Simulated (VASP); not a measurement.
# C under a change of volume

How do the elastic response and the band edges of C follow a change of volume?

Main program and level: VASP 6.6.1; LDA; plane waves and PAW (C), in the first sound run; inputs show where later runs differ.

Most raw output is cut from this account.

## Step 1: Starting point

Symmetry: Fd-3m, No. 227, cubic system. The conventional cell has a = 3.567 Å, b = 3.567 Å, c = 3.567 Å, α = 90.00°, β = 90.00°, γ = 90.00°. Nearest to C lie 4 C at 1.54 Å.

## Step 2: Relax the crystal, LDA

The series starts from the cell that this level prefers, so that zero strain is near zero stress.

This step took 2 runs in a row; the last is shown.

Level: LDA; plane waves and PAW (C).

INCAR

```
SYSTEM = C
PREC = Accurate
ENCUT = 600
EDIFF = 1E-07
NELM = 120
ISMEAR = 0
SIGMA = 0.02
LREAL = .FALSE.
ALGO = Normal
GGA = CA
NBANDS = 10
LASPH = .TRUE.
LORBIT = 11
LWAVE = .FALSE.
LCHARG = .FALSE.
KPAR = 12
IBRION = 2
NSW = 40
ISIF = 3
EDIFFG = -0.005
POTIM = 0.4
```

POSCAR

```
C
1.0
    0.0000000000      1.7668691223      1.7668691223
    1.7668691223      0.0000000000      1.7668691223
    1.7668691223      1.7668691223      0.0000000000
C
2
Direct
    0.0000000000      0.0000000000      0.0000000000
    0.2500000000      0.2500000000      0.2500000000
```

KPOINTS

```
Automatic mesh
0
Gamma
14 14 14
0 0 0
```

The projector-augmented-wave data sets are C (LDA family, release 64).

Launch:

```console
$ mpirun -np 12 vasp_std
```

It took 2.6 s on 12 MPI ranks of Intel Xeon Platinum 8259CL at 2.50GHz (Skylake/Cascade Lake), shared host; peak memory 1.3 GiB; 19 s of CPU time.

Read from the output:

```
energy(sigma→0) of the program : -20.2522 eV
stress, compression positive   : xx, yy, zz 0.04, 0.04, 0.04 GPa
volume                         : 11.032 Å³
ionic steps                    : 1
```

## Step 3: Relax at fixed volume, LDA

One member in full: the volume is scaled by 0.94, and the cell is held.

Level: LDA; plane waves and PAW (C).

Changes to INCAR since step 2:

```diff
@@ -15,7 +15,8 @@
 LCHARG = .FALSE.
-KPAR = 12
+KPAR = 3
 IBRION = 2
 NSW = 40
-ISIF = 3
-EDIFFG = -0.005
+ISIF = 2
+EDIFFG = -0.004
 POTIM = 0.4
+MAXMIX = 40
```

POSCAR

```
C
1.0
    0.0000000000      1.7308004481      1.7308004481
    1.7308004481      0.0000000000      1.7308004481
    1.7308004481      1.7308004481      0.0000000000
C
2
Direct
    0.0000000000      0.0000000000      0.0000000000
    0.2500000000      0.2500000000      0.2500000000
```

KPOINTS is that of step 2.

Launch:

```console
$ mpirun -np 3 vasp_std
```

The job ended after 4.2 s (3 MPI ranks; peak memory 0.33 GiB).

This run gave:

- energy(sigma→0) of the program: -20.1844 eV
- stress, compression positive: xx, yy, zz 32.42, 32.42, 32.42 GPa
- ionic steps: 1

## Step 4: Band edges, TB-mBJ with spin-orbit coupling

Short lines in KPOINTS_OPT sample the zone centre, for masses, and the other valleys.

Level: TB-mBJ, spin-orbit coupling; plane waves and PAW (C).

TB-mBJ has no energy functional, so the total energy, stress and pressure in this output mean nothing.

INCAR

```
SYSTEM = C
PREC = Accurate
ENCUT = 600
EDIFF = 1E-06
NELM = 150
ISMEAR = 0
SIGMA = 0.02
LREAL = .FALSE.
ALGO = Normal
METAGGA = MBJ
LASPH = .TRUE.
LNONCOLLINEAR = .TRUE.
MAGMOM = 0 0 0 0 0 0
NBANDS = 18
GGA_COMPAT = .FALSE.
LSORBIT = .TRUE.
LWAVE = .FALSE.
LCHARG = .FALSE.
KPAR = 3
```

POSCAR is that of step 3.

KPOINTS

```
Automatic mesh
0
Gamma
11 11 11
0 0 0
```

KPOINTS_OPT

```
Line mode
6
Line-mode
Reciprocal
  0.00000000   0.00000000   0.00000000
  0.01377327   0.01377327   0.00000000

  0.00000000   0.00000000   0.00000000
 -0.00000000  -0.01377327  -0.01377327

  0.31000000   0.31000000   0.00000000
  0.50000000   0.50000000   0.00000000

  0.00000000   0.31000000   0.31000000
  0.00000000   0.50000000   0.50000000

  0.45000000   0.45000000   0.45000000
  0.50000000   0.50000000   0.50000000

  0.45000000   0.00000000   0.00000000
  0.50000000   0.00000000   0.00000000

  0.42500000   0.42500000   0.00000000
  0.42500000   0.43877327   0.01377327

  0.50000000   0.50000000   0.50000000
  0.49026083   0.50973917   0.50000000
```

Launch:

```console
$ mpirun -np 3 vasp_ncl
```

Wall time 57 s (3 MPI ranks); peak memory 0.52 GiB.

## Step 5: Band edges, r2SCAN with spin-orbit coupling

Level: r2SCAN, spin-orbit coupling; plane waves and PAW (C).

Changes to INCAR since step 4:

```diff
@@ -4,3 +4,3 @@
 EDIFF = 1E-06
-NELM = 150
+NELM = 100
 ISMEAR = 0
@@ -9,3 +9,3 @@
 ALGO = Normal
-METAGGA = MBJ
+METAGGA = R2SCAN
 LASPH = .TRUE.
```

POSCAR is that of step 4.

KPOINTS is that of step 4.

KPOINTS_OPT is that of step 4.

Launch:

```console
$ mpirun -np 3 vasp_ncl
```

Wall time 64 s (3 MPI ranks); peak memory 0.52 GiB; 2.9 min of CPU time.

This run gave:

- energy(sigma→0) of the program: -37.5080 eV
- stress, compression positive: xx, yy, zz 43.57, 43.57, 43.57 GPa

The run ends at a pressure of 43.57 GPa.

## Step 6: All members

Runs beyond LDA use the data sets made with LDA; this shifts their levels slightly, and their total energies have another zero (at TB-mBJ, which has no energy functional, they mean nothing).

The other members went through these steps as far as the tables show, with the same cutoff and, step by step, the same mesh; 25 runs are not shown. The session took 0.89 core hours (wall time by ranks) on a shared machine.

```
volume over the relaxed volume  volume (Å³/atom)  pressure (GPa)  energy above the unstrained row (meV/atom)  gap on the mesh, LDA (eV)
                         0.940             5.185          32.425                                      33.898                      4.322
                         0.955             5.268          23.459                                      18.961                      4.282
                         0.970             5.350          15.103                                       8.551                      4.242
                         0.985             5.433           7.305                                       2.294                      4.204
                             1             5.516           0.037                                       0.000                      4.167
                         1.015             5.599          -6.747                                       1.294                      4.130
                         1.030             5.681         -13.075                                       6.016                      4.094
                         1.045             5.764         -18.974                                      13.936                      4.060
                         1.060             5.847         -24.477                                      24.793                      4.026
```

A cubic of the pressure in ln(V/V₀) through all rows has the slope −B at V₀: B = 468 GPa, and its curvature gives B′ = 3.6.

Band edges at TB-mBJ with spin-orbit coupling, counted from the valence-band top at Γ, spin-orbit pairs averaged, with one row partly withheld:

```
volume over the relaxed volume  gap (eV)  conduction band at Γ (eV)  Δ or X valley along z (eV)  lowest conduction level at L, [111] (eV)  second valence level below the top (eV)  third valence level below the top (eV)
                         0.940     5.106                      6.865                       5.103                                     9.867                                    0.000                                   0.012
                         0.955     5.075                      6.820                       5.073                                     9.803                                    0.000                                   0.012
                         0.970     5.046                      6.775                       5.044                                     9.740                                    0.000                                   0.012
                         0.985         ?                      6.731                           ?                                     9.677                                    0.000                                   0.012
                             1     4.988                      6.687                       4.987                                     9.616                                    0.000                                   0.012
                         1.015     4.960                      6.644                       4.960                                     9.505                                    0.000                                   0.012
                         1.030     4.932                      6.602                       4.933                                     9.316                                    0.000                                   0.012
                         1.045     4.907                      6.561                       4.908                                     9.132                                    0.000                                   0.012
                         1.060     4.881                      6.520                       4.881                                     8.950                                    0.000                                   0.012
```

Band edges at r2SCAN with spin-orbit coupling, counted from the valence-band top at Γ, spin-orbit pairs averaged:

```
volume over the relaxed volume  gap (eV)  conduction band at Γ (eV)  Δ or X valley along z (eV)  lowest conduction level at L, [111] (eV)  second valence level below the top (eV)  third valence level below the top (eV)
                         0.940     4.523                      6.068                       4.524                                     9.239                                    0.000                                   0.014
                         0.955     4.485                      6.024                       4.486                                     9.173                                    0.000                                   0.014
                         0.970     4.448                      5.981                       4.450                                     9.107                                    0.000                                   0.014
                         0.985     4.412                      5.939                       4.413                                     9.043                                    0.000                                   0.013
                             1     4.377                      5.897                       4.378                                     8.979                                    0.000                                   0.013
                         1.015     4.343                      5.856                       4.344                                     8.916                                    0.000                                   0.013
                         1.030     4.309                      5.816                       4.310                                     8.854                                    0.000                                   0.013
                         1.045     4.277                      5.776                       4.277                                     8.793                                    0.000                                   0.013
                         1.060     4.245                      5.737                       4.245                                     8.687                                    0.000                                   0.013
```

## Step 7: Working out the slope

The quantity to fit is the Δ or X valley above the valence top at TB-mBJ with spin-orbit coupling: 5.103, 5.073, 5.044, 4.987, 4.960, 4.933, 4.908, 4.881 eV in the rows shown.

A least-squares parabola through the 8 rows shown, with u the logarithm of the volume ratio: E = 0.5175 u² − 1.843 u + 4.987 (eV), r.m.s. residual 3.7e-4 eV.

For the withheld row, u = -0.01511, the fit gives 5.0153 eV.

## Step 8: Checking the prediction

The calculation gives 5.0151 eV, so the prediction is 0.0002 eV too high.

## Step 9: Outcome

* bulk modulus: 468 GPa
* gap of the unstrained cell, TB-mBJ with spin-orbit coupling: 4.99 eV
* gap of the unstrained cell, r2SCAN with spin-orbit coupling: 4.38 eV
* dE/d ln V of the Δ or X valley above the valence top, TB-mBJ with spin-orbit coupling: -1.84 eV
* error of the predicted row: 0.2 meV

In words: The slope of the energy gives 0.89 GPa at the relaxed volume where the pressure column has 0.04 GPa, a mark of the finite basis. At TB-mBJ with spin-orbit coupling the lowest conduction valley is Δ or X throughout, and the gap runs between 4.88 and 5.11 eV. At r2SCAN with spin-orbit coupling the lowest conduction valley is Δ or X throughout, and the gap runs between 4.24 and 4.52 eV. Hole masses are left out throughout, since the top bands are degenerate or cross in many series; of conduction masses, those of the Γ, L and (for Si and Ge under (001) strain) Δ valleys are kept where they change by under an eighth between rows. A measured gap of unstrained C is 5.5 eV (arxiv:1902.02958, band gap, experimental literature value, temperature not given); the static gaps here belong to the lattice relaxed at LDA. TB-mBJ is a potential fitted for gaps; it has no energy functional, so its total energies and forces mean nothing, and its bands tend to come out too narrow. r2SCAN opens gaps somewhat over GGA but leaves them below measured values as a rule. Δ or X levels are the lowest on their line, refined by a parabola unless they lie at X; the gap is read from all points sampled and can differ from the lowest valley by some meV, or by tens of meV where strain moves the valence top off Γ. Temperature, zero-point motion and excitons are left out.

[Lines on the potential files, build, host, timing and source positions are cut from VASP's logs without a mark.]

[Logs are printed without paths, hosts, clocks, repeated set-up lines and the standing remarks that a program may print on its own settings, such as how far it seeks lower states.]

[Hosts, paths, dates, database ids (printed as entryN), source tags and the programs' standing remarks are cut or masked in the printed files.]

[In band tables of VASP the shares of atoms and orbitals are scaled to a sum of 1 inside the atoms' spheres.]
